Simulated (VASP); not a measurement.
Method: PBE GGA, VASP's PBE PAW potentials (set 64) (plane waves; VASP 6.6.1).

Input for VASP

POSCAR:
```
CrW
1
    0.0000000000     3.0754870000     3.0754870000
    3.0754870000     0.0000000000     3.0754870000
    3.0754870000     3.0754870000     0.0000000000
Cr W
2 2
Direct
  0.7500000000   0.7500000000   0.7500000000
  0.5000000000   0.5000000000   0.5000000000
  0.0000000000   0.0000000000   0.0000000000
  0.2500000000   0.2500000000   0.2500000000
```

### KPOINTS
```
Automatic mesh
0
Gamma
5 5 5
0 0 0
```

**INCAR**
```
# general
SYSTEM  = CrW
PREC    = Accurate
ENCUT   = 300
LREAL   = .FALSE.
LASPH   = .TRUE.

# electronic loop
EDIFF   = 1E-6
NELM    = 100
ALGO    = Normal
LMAXMIX = 6

# smearing
ISMEAR  = -1
SIGMA   = 0.1

# functional
GGA     = PE

# spin
ISPIN   = 2
MAGMOM  = 2*3.0 2*0.0

# ions
ISIF    = 2

# output
LWAVE   = .FALSE.
LCHARG  = .FALSE.
LORBIT  = 11
```

POTCAR, in this order: Cr_pv W_sv (PBE.64 set). Program: vasp_std.

What VASP printed:

**OUTCAR**
```
 ion  position               nearest neighbor table
   1  0.750  0.750  0.750-   2 2.66   2 2.66   3 2.66   3 2.66   2 2.66   2 2.66   3 2.66   3 2.66
                             4 3.08   4 3.08   4 3.08   4 3.08   4 3.08   4 3.08
   2  0.500  0.500  0.500-   4 2.66   1 2.66   4 2.66   1 2.66   4 2.66   4 2.66   1 2.66   1 2.66
                             3 3.08   3 3.08   3 3.08   3 3.08   3 3.08   3 3.08
   3  0.000  0.000  0.000-   1 2.66   1 2.66   4 2.66   4 2.66   1 2.66   1 2.66   4 2.66   4 2.66
                             2 3.08   2 3.08   2 3.08   2 3.08   2 3.08   2 3.08
   4  0.250  0.250  0.250-   3 2.66   2 2.66   3 2.66   2 2.66   3 2.66   3 2.66   2 2.66   2 2.66
                             1 3.08   1 3.08   1 3.08   1 3.08   1 3.08   1 3.08
  LATTYP: Found a face centered cubic cell.
 ALAT       =     6.1509740000
 Subroutine PRICEL returns:
 Original cell was already a primitive cell.
 Subroutine GETGRP returns: Found 48 space group operations
The static configuration has the point symmetry T_d .
 The point group associated with its full space group is O_h .
The dynamic configuration has the point symmetry T_d .
The overall configuration has the point symmetry T_d .
 Subroutine INISYM returns: Found 48 space group operations
 Subroutine IBZKPT returns following result:
 Found     10 irreducible k-points:

 Following reciprocal coordinates:
            Coordinates               Weight
  0.000000  0.000000  0.000000      1.000000
...
```

OSZICAR:
```
       N       E                     dE             d eps       ncg     rms          rms(c)
DAV:   1     0.498798140274E+03    0.49880E+03   -0.21741E+04  1392   0.130E+03
DAV:   2    -0.181912667872E+02   -0.51699E+03   -0.50092E+03  1388   0.458E+02
DAV:   3    -0.471722640734E+02   -0.28981E+02   -0.27493E+02  1640   0.110E+02
DAV:   4    -0.479741792531E+02   -0.80192E+00   -0.79474E+00  1614   0.168E+01
DAV:   5    -0.479933125063E+02   -0.19133E-01   -0.19115E-01  1820   0.260E+00    0.388E+01
DAV:   6    -0.572235261875E+02   -0.92302E+01   -0.82141E+01  1700   0.639E+01    0.396E+01
DAV:   7    -0.459520581151E+02    0.11271E+02   -0.12030E+02  1792   0.550E+01    0.151E+01
DAV:   8    -0.446305029982E+02    0.13216E+01   -0.45571E+00  1606   0.136E+01    0.628E+00
DAV:   9    -0.445591881121E+02    0.71315E-01   -0.31502E-01  1752   0.326E+00    0.279E+00
DAV:  10    -0.445261783597E+02    0.33010E-01   -0.12926E-01  1678   0.221E+00    0.127E+00
DAV:  11    -0.445262097645E+02   -0.31405E-04   -0.75882E-03  1472   0.508E-01    0.336E-01
DAV:  12    -0.445256969392E+02    0.51283E-03   -0.45691E-03  1572   0.465E-01    0.724E-02
DAV:  13    -0.445257016942E+02   -0.47550E-05   -0.16899E-04  1786   0.908E-02    0.303E-02
DAV:  14    -0.445257092467E+02   -0.75524E-05   -0.20382E-05  1736   0.255E-02    0.227E-02
DAV:  15    -0.445257041607E+02    0.50860E-05   -0.99727E-06  1550   0.235E-02    0.683E-03
DAV:  16    -0.445257033893E+02    0.77133E-06   -0.37788E-07   726   0.356E-03
   1 F= -.44525703E+02 E0= -.44475047E+02  d E =-.101313E+00  mag=    -0.0000
```

### OUTCAR
```
------------------------ aborting loop because EDIFF is reached ----------------------------------------
  FORCE on cell =-STRESS in cart. coord.  units (eV):
  Direction    XX          YY          ZZ          XY          YZ          ZX
  --------------------------------------------------------------------------------------
  Total       -3.4659669     -3.4659669     -3.4659669     -0.0000000     -0.0000000      0.0000000
  in kB      -95.4472250    -95.4472250    -95.4472250     -0.0000000     -0.0000000      0.0000000
  external PRESSURE =     -95.4472250 kB  Pullay stress =       0.0000000 kB
  volume of cell :       58.18
      direct lattice vectors                 reciprocal lattice vectors
     0.000000000  3.075487000  3.075487000    -0.162575878  0.162575878  0.162575878
     3.075487000  0.000000000  3.075487000     0.162575878 -0.162575878  0.162575878
     3.075487000  3.075487000  0.000000000     0.162575878  0.162575878 -0.162575878
 POSITION                                       TOTAL-FORCE (eV/Angst)
 -----------------------------------------------------------------------------------
      4.61323      4.61323      4.61323        -0.000000     -0.000000     -0.000000
      3.07549      3.07549      3.07549         0.000000      0.000000      0.000000
      0.00000      0.00000      0.00000        -0.000000     -0.000000     -0.000000
      1.53774      1.53774      1.53774         0.000000      0.000000      0.000000
 -----------------------------------------------------------------------------------
    total drift:                                0.000000      0.000000      0.000000
  FREE ENERGIE OF THE ION-ELECTRON SYSTEM (eV)
  ---------------------------------------------------
  free  energy   TOTEN  =       -44.5257033893 eV

  energy  without entropy=      -44.4243904773  energy(sigma->0) =      -44.47504693

 total charge

# of ion       s       p       d       tot
------------------------------------------
    1        0.374   6.344   4.099  10.817
    2        0.374   6.344   4.099  10.817
    3        2.429   6.312   3.364  12.104
    4        2.429   6.312   3.364  12.104
--------------------------------------------------
tot          5.606  25.312  14.926  45.844

 magnetization (x)

# of ion       s       p       d       tot
------------------------------------------
    1        0.000  -0.000  -0.000  -0.000
    2        0.000  -0.000  -0.000  -0.000
    3       -0.000   0.000   0.000   0.000
    4       -0.000   0.000   0.000   0.000
--------------------------------------------------
tot          0.000   0.000  -0.000  -0.000
```
(Selected blocks of OUTCAR.)

File OUTCAR:
```
 val. band max:       10.2675397766   @ k =  -0.4000   0.4000   0.0000

 cond. band min:      10.4037016375   @ k =   0.4000   0.4000   0.0000


 Fermi energy:        10.3549325266

 spin component 1

 k-point     1 :       0.0000    0.0000    0.0000
  band No.  band energies     occupation
      1     -63.5799      1.00000
      2     -63.4126      1.00000
      3     -32.9679      1.00000
      4     -32.9679      1.00000
      5     -32.9679      1.00000
      6     -32.8185      1.00000
      7     -32.8185      1.00000
      8     -32.8185      1.00000
      9     -28.0325      1.00000
     10     -28.0325      1.00000
     11     -28.0325      1.00000
     12     -27.4495      1.00000
     13     -27.4495      1.00000
     14     -27.4495      1.00000
     15       1.7772      1.00000
     16       5.6862      1.00000
     17       5.6862      1.00000
     18       7.7985      1.00000
     19       7.7985      1.00000
     20       7.7985      1.00000
     21       7.9558      1.00000
     22       7.9558      1.00000
     23       7.9558      1.00000
     24       9.4300      0.99990
     25       9.4300      0.99990
     26       9.4300      0.99990
     27      11.1141      0.00050
     28      11.1141      0.00050
     29      12.2296      0.00000
     30      12.2296      0.00000
     31      13.2845      0.00000
     32      13.2845      0.00000
     33      13.2845      0.00000
     34      13.8627      0.00000

 k-point     2 :       0.2000    0.0000    0.0000
  band No.  band energies     occupation
      1     -63.5678      1.00000
      2     -63.4242      1.00000
      3     -32.9756      1.00000
      4     -32.9756      1.00000
      5     -32.9691      1.00000
      6     -32.8169      1.00000
      7     -32.8114      1.00000
      8     -32.8114      1.00000
      9     -28.0535      1.00000
     10     -28.0535      1.00000
     11     -28.0240      1.00000
     12     -27.4617      1.00000
...
```

At this cut-off the stress carries a Pulay error, which pulls relaxed volumes low. The moments were started parallel, and other spin orders were not tried in this run. Unless said otherwise, spin-orbit coupling is left out, though it shifts the bands of the heavy elements here.

The structure was generated: CrW was put into an ordered model structure, which need not be its known phase. The cell was not relaxed at this level. The k-mesh is coarse (spacing up to 0.35 per Å, 2π included), so the numbers may not be converged in it.
